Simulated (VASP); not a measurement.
The input files of a VASP run:

### KPOINTS
```
kpoints
0
G
 16 16 16
0 0 0
```

POSCAR:
```
Ni
1
    0.0000000000     1.7408420188     1.7408420188
    1.7408420188     0.0000000000     1.7408420188
    1.7408420188     1.7408420188    -0.0000000000
Ni
1
Direct
  0.0000000000   0.0000000000   0.0000000000
```

INCAR:
```
ENCUT = 480   # plane-wave cut-off (eV)
MAGMOM = 0.8
LMAXMIX = 4
NSW = 60
PREC = Accurate
LMIXTAU = T
NELM = 100   # most electronic steps
METAGGA = R2SCAN
SIGMA = 0.1
ISPIN = 2   # spin-polarised
IBRION = 2
ISMEAR = 1   # Methfessel-Paxton
ALGO = Normal
EDIFFG = -0.01   # ionic stop
LORBIT = 10
LREAL = F
SYSTEM = Ni
LWAVE = F
LASPH = T   # aspherical one-centre terms
LCHARG = F
EDIFF = 1E-6   # SCF stop (eV)
ISIF = 3
```

POTCAR, in this order: Ni (PBE.64 set). Program: vasp_std.

Task: Translate this r2SCAN calculation to Ansatz.

Result: One equivalent input (not run):
Ansatz 0.2 input:
```yaml
crystal:
  lattice:
    - [0.0000000, 1.7408420, 1.7408420]
    - [1.7408420, 0.0000000, 1.7408420]
    - [1.7408420, 1.7408420, 0.0000000]
  atoms:
    - { symbol: Ni, position: [0.0000000, 0.0000000, 0.0000000], spin: 0.8 }
kpoints:
  mp_grid: { grid: [16, 16, 16] }
hamiltonian:
  xc: r2scan
  pseudopotentials: { kind: paw }
magnetization: { spin_polarized: true }
scf:
  occupations: { method: methfessel_paxton, width: 0.1 }
  max_iter: 100
relax:
  max_steps: 60
  f_tol: 0.01
  cell: {}
output: { forces: true, stress: true, eigenvalues: true }
```
What does not carry over: each code has its own PAW files, so the cut-off isn't converted (ENCUT is set for VASP's; basis.ecutwfc is left out, and Ansatz then takes the one that its files recommend); Ansatz stops its SCF on the density residual and VASP on the energy change (EDIFF).

The compound is Ni in the fcc structure. It was relaxed first. The start is the result of an earlier pass.
